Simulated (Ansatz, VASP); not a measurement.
# Cross-check of Ti6AlSiC4 (Ti3Al0.5Si0.5C2, 312 MAX phase) between VASP and Ansatz, part 2 of 2

One calculation is typed for both programs; each brings its own data sets. How far apart do they land? The cell is invented: As first built, before any earlier steps moved the atoms (in the runner's words): 2x2x1 conventional cells of the Ti3AlC2 type (48 atoms: 16 C, 4 Al, 4 Si, 24 Ti); Al/Si share their sites, the best of 600 random draws by like-pair counts in two shells; start lattice by linear mixing of the end members' cells; atoms moved at random by 0.02 A. It may not be a known or stable phase. The structure shown is the start of the Ansatz relaxation below; VASP solves that cell, so the two are compared at the walk's first step.

VASP 6.6.1 and Ansatz 0.2.0.

So far: The structure; Ansatz: relaxation, PBE with D3(BJ).

## (3) VASP: single point, PBE with D3(BJ), start cell

Level of this step: PBE with D3(BJ); plane waves and PAW (C, Al, Si, Ti_sv); invented cell (VASP).

The same cell, functional, mesh and smearing now go to VASP, with its own data sets.

Lines of VASP's logs that name or quote its potential files are left out, and so is its time.

Input file INCAR:

```
SYSTEM = Ti6AlSiC4
PREC = Accurate
ENCUT = 520
EDIFF = 1E-06
NELM = 120
ISMEAR = 1
SIGMA = 0.15
LREAL = Auto
ALGO = Normal
GGA = PE
IVDW = 12
NBANDS = 224
LASPH = .TRUE.
LORBIT = 11
LWAVE = .FALSE.
LCHARG = .FALSE.
ISIF = 2
GGA_COMPAT = .FALSE.
KPAR = 8
```

Input file POSCAR:

```
Ti6AlSiC4
1.0
    6.1509600000     -0.0000300000      0.0000900000
   -3.0755100000      5.3266500000      0.0000300000
    0.0002700000      0.0002500000     18.1748400000
C Al Si Ti
16 4 4 24
Direct
    0.1683735654      0.3345182195      0.5743090344
    0.3335313176      0.1663321285      0.0678941323
    0.1684437319      0.3346894410      0.9261690777
    0.3335067517      0.1663150126      0.4325740967
    0.1684338678      0.8327675886      0.5743082117
    0.3345554208      0.6668342926      0.0686085756
    0.1684101692      0.8327510769      0.9261132346
    0.3345309549      0.6668172463      0.4318029698
    0.6677337906      0.3333946670      0.5733161834
    0.8349865909      0.1661472202      0.0678366284
    0.6677099586      0.3333780623      0.9271019665
    0.8349620213      0.1661301017      0.4325716138
    0.6665688954      0.8327703943      0.5743057450
    0.8349481844      0.6677758208      0.0678908217
    0.6665451931      0.8327538800      0.9261657890
    0.8349236184      0.6677587048      0.4325707860
    0.0012752380      0.0003402673      0.7502129248
    0.9956815802      0.4973045559      0.2502302892
    0.5037667471      0.0054354152      0.2502335370
    0.5037244674      0.4973017851      0.2502327253
    0.0011211803      0.9999882618      0.2502360351
    0.9922018537      0.4955914532      0.7502072004
    0.5056791513      0.0089789301      0.7502104128
    0.5056097723      0.4955887126      0.7502096100
    0.0011647535      0.0001409548      0.9968725937
    0.0011041161      0.9999763725      0.5035532583
    0.1669955920      0.3317231258      0.1280877861
    0.3364263678      0.1676197425      0.6335662208
    0.1668852706      0.3315239268      0.3723265258
    0.3365045178      0.1677965264      0.8669107778
    0.0030269419      0.5010186225      0.9969818000
    0.0030601881      0.5010417863      0.5034423793
    0.1669388031      0.8342904051      0.1280869568
    0.3344233243      0.6666199222      0.6360963785
    0.1669223468      0.8342789394      0.3723807169
    0.3345018190      0.6667969463      0.8643239715
    0.5001713289      0.9981443798      0.9969785176
    0.5002045752      0.9981675436      0.5034390969
    0.6677639310      0.3334156668      0.1258844589
    0.8334233585      0.1676225417      0.6335637597
    0.6677471818      0.3334039971      0.3745248872
    0.8335015085      0.1677993256      0.8669083167
    0.5001865093      0.5010214226      0.9969793381
    0.5002197555      0.5010445865      0.5034399174
    0.6696259785      0.8342932364      0.1280844676
    0.8336646236      0.6649332356      0.6335629377
    0.6696095259      0.8342817733      0.3723232065
    0.8334863281      0.6649222828      0.8669074962
```

Input file KPOINTS:

```
Automatic mesh
0
Gamma
5 5 1
0 0 0
```

The projector-augmented-wave data sets are C, Al, Si and Ti_sv (PBE family, release 64).

Run with:

```
mpirun -np 8 vasp_std
```

Numbers of over 12 decimals in the logs are rounded to 6 here.

What it wrote:

```text
[banner, memory and clock lines left out]
running    8 mpi-ranks, on    1 nodes
[...]
|                                                                             |
|           W    W    AA    RRRRR   N    N  II  N    N   GGGG   !!!           |
|           W    W   A  A   R    R  NN   N  II  NN   N  G    G  !!!           |
|           W    W  A    A  R    R  N N  N  II  N N  N  G       !!!           |
|           W WW W  AAAAAA  RRRRR   N  N N  II  N  N N  G  GGG   !            |
|           WW  WW  A    A  R   R   N   NN  II  N   NN  G    G                |
|           W    W  A    A  R    R  N    N  II  N    N   GGGG   !!!           |
|                                                                             |
|     For optimal performance we recommend to set                             |
|       NCORE = 2 up to number-of-cores-per-socket                            |
|     NCORE specifies how many cores store one orbital (NPAR=cpu/NCORE).      |
|     This setting can greatly improve the performance of VASP for DFT.       |
[...]
|                                                                             |
|     Suggested SOLUTIONS:                                                    |
|      ) Refine the lattice parameters of your structure,                     |
|      ) and/or try changing SYMPREC.                                         |
|                                                                             |

 LDA part: xc-table for (Slater+PW92), standard interpolation
 POSCAR, INCAR and KPOINTS ok, starting setup
[...]
entering main loop
       N       E                     dE             d eps       ncg     rms          rms(c)
DAV:   1     0.579268139645E+04    0.57927E+04   -0.17633E+05  5832   0.201E+03
DAV:   2     0.594746130633E+03   -0.51979E+04   -0.50691E+04  5824   0.653E+02
DAV:   3    -0.374335247145E+03   -0.96908E+03   -0.93504E+03  8184   0.236E+02
DAV:   4    -0.509876056431E+03   -0.13554E+03   -0.13452E+03  8392   0.786E+01
[...]
DAV:  22    -0.411060867766E+03   -0.51577E-06   -0.13787E-05  7720   0.159E-02    0.627E-03
DAV:  23    -0.411060869321E+03   -0.15547E-05   -0.60683E-06  6144   0.103E-02    0.303E-03
DAV:  24    -0.411060869864E+03   -0.54252E-06   -0.13849E-06  4136   0.746E-03
   1 F= -.43272603E+03 E0= -.43273260E+03  d E =0.197120E-01
```

Parts of OUTCAR (step 3):

```text
 Edisp (eV)  -21.66516

  Total     -22.04706   -22.01238   -21.97258     0.01146     0.00261    -0.03379
  in kB     -59.31913   -59.22582   -59.11874     0.03082     0.00701    -0.09093
  external pressure =      -59.22 kB  Pullay stress =        0.00 kB

 POSITION                                       TOTAL-FORCE (eV/Angst)
 -----------------------------------------------------------------------------------
      0.00700      1.78200     10.43800         0.000642      0.004000     -0.028815
      1.54000      0.88600      1.23400        -0.002892     -0.008750     -0.018652
      0.00700      1.78300     16.83300        -0.000403     -0.001984      0.024639
      1.54000      0.88600      7.86200        -0.002483     -0.006954      0.011339
     -1.52500      4.43600     10.43800         0.001959      0.001412     -0.029023
      0.00700      3.55200      1.24700        -0.002592     -0.006338     -0.010810
     -1.52500      4.43600     16.83200        -0.001236      0.008028      0.036695
      0.00700      3.55200      7.84800         0.001756     -0.009613      0.018769
      3.08200      1.77600     10.42000         0.010643      0.002630     -0.015340
      4.62500      0.88500      1.23300        -0.000768      0.010419     -0.004387
      3.08200      1.77600     16.85000         0.009465      0.007640      0.026779
      4.62500      0.88500      7.86200        -0.000808      0.009908      0.007798
      1.53900      4.43600     10.43800         0.003137     -0.000311     -0.027062
      3.08200      3.55700      1.23400         0.010108      0.002092     -0.019833
[...]
-----------------------------------------------------------------------------------
    total drift:                                0.027544     -0.011768     -0.007267

  FREE ENERGIE OF THE ION-ELECTRON SYSTEM (eV)
  ---------------------------------------------------
  free  energy   TOTEN  =      -432.7260339800 eV

  energy  without entropy=     -432.7457459596  energy(sigma->0) =     -432.73260464

[... 1 further part left out ...]
```

The k-mesh is coarse for a metal. Dispersion corrections of this kind ignore metallic screening and tend to overbind metals.

## (4) Comparison

Known differences besides the potentials themselves: the cutoff is 420 eV in Ansatz and 520 eV in VASP (PREC = Accurate, projectors in real space). Total energies have different zeros and are not compared.

At this near-relaxed geometry the largest component of a force difference is 33 meV/Å.

## (5) Results

```
r.m.s. force difference (single point, PBE with D3(BJ), start cell) : 8.9 meV/Å
```

What this shows: The r.m.s. force difference is 8.9 meV/Å (single point, PBE with D3(BJ), start cell), within the 12 meV/Å picked in this series as the mark of a large difference. VASP runs on this material, other cells of it included, that failed, so that no pair exists: single point, PBE (timeout). How closely two codes agree says nothing of how well the functional describes the real material.

[Lines on the potential files, build, host, timing and source positions are cut from VASP's logs without a mark.]

[Logs are printed without paths, hosts, clocks, repeated set-up lines and the standing remarks that a program may print on its own settings, such as how far it seeks lower states.]

[Hosts, paths, dates, database ids (printed as entryN), source tags and the programs' standing remarks are cut or masked in the printed files.]
